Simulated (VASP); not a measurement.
An input for Ansatz (written as the equivalent of a VASP run, and not itself run):

Ansatz 0.2 input:
```yaml
crystal:
  lattice:
    - [3.2110240, 0.0000000, 0.0000000]
    - [0.0000000, 3.3210570, 0.0000000]
    - [0.0000000, 0.0000000, 3.2532660]
  atoms:
    - { symbol: In, position: [0.5000000, 0.5000000, 0.5000000] }
    - { symbol: Pd, position: [0.0213450, 0.0000000, 0.0000000] }
kpoints:
  mp_grid: { grid: [10, 10, 10] }
hamiltonian:
  xc: r2scan
  pseudopotentials: { kind: paw }
scf:
  occupations: { method: methfessel_paxton, width: 0.1 }
  max_iter: 100
output: { forces: true, stress: true, eigenvalues: true }
```

Problem. Translate this input to VASP (INCAR, KPOINTS, POSCAR, choice of POTCAR).

Solution. This is not unique; one that fits is 
File KPOINTS:
```
Automatic mesh
0
Gamma
10 10 10
0 0 0
```

### INCAR
```
# general
SYSTEM  = PdIn
PREC    = Accurate
ENCUT   = 400   # plane-wave cut-off (eV)
LREAL   = F   # projection in real space or not
LASPH   = T   # aspherical one-centre terms

# electronic loop
EDIFF   = 1E-6   # SCF stop (eV)
NELM    = 100
ALGO    = Normal   # blocked Davidson
LMAXMIX = 4   # l cut-off of mixed one-centre charges
LMIXTAU = T

# smearing
ISMEAR  = 1   # Methfessel-Paxton
SIGMA   = 0.1   # width (eV)

# functional
METAGGA = R2SCAN

# ions
ISIF    = 2   # forces and stress, cell fixed

# output
LWAVE   = F
LCHARG  = F
```

### POSCAR
```
PdIn
3.2110240
  1.0000000000   0.0000000000   0.0000000000
  0.0000000000   1.0342672618   0.0000000000
  0.0000000000   0.0000000000   1.0131553050
In Pd
1 1
direct
  0.5000000000   0.5000000000   0.5000000000
  0.0213450000   0.0000000000   0.0000000000
```

POTCAR, in this order: In_d Pd (PBE.64 set). Program: vasp_std.

Limits of the translation: each code has its own PAW files, so the cut-off isn't converted (ENCUT is set for VASP's; basis.ecutwfc is left out, and Ansatz then takes the one that its files recommend); Ansatz stops its SCF on the density residual and VASP on the energy change (EDIFF).

The compound is PdIn in the CsCl type structure. The cell was not relaxed at this level, atoms are displaced from their ideal sites. The run is one of a series of settings (GGA removed, LMIXTAU = .TRUE., METAGGA = R2SCAN against the base run), some of them coarse on purpose.
